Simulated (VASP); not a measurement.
Given:

```
CELL_PARAMETERS angstrom
      1.57000    -2.71932     0.00000
      1.57000     2.71932     0.00000
      0.00000     0.00000     3.48000
ATOMIC_POSITIONS crystal
  Hf 0.00000 0.00000 0.00000
  B  0.33333 0.66667 0.50000
  B  0.66667 0.33333 0.50000
```

Computed with PBE GGA, VASP's PBE PAW potentials (set 64) (plane waves; VASP). Settings: EDIFF = 1E-4, 520 eV cut-off, 10×10×8 Γ-centred mesh, first-order Methfessel-Paxton smearing of 0.10 eV, potentials Hf_pv B.

Unless said otherwise, spin-orbit coupling is left out, though it shifts the bands of the heavy elements here.

### Question
What does the run give for the energy per atom (σ→0), pressure, band gap (on the k-mesh) with the smallest direct gap where there is one?

### Answer

| Quantity | Value |
|---|---|
| band gap (on the k-mesh) | none (metal, semimetal or under 0.01 eV) |
| energy per atom (σ→0) | -8.799 eV/atom |
| pressure | 1.14 GPa |

The absolute energy has meaning only against runs of the same code, potentials and settings.

The compound is HfB2 in the AlB2 type structure. The cell was not relaxed at this level. The run is one of a series of settings (EDIFF = 1E-4 against the base run), some of them coarse on purpose.
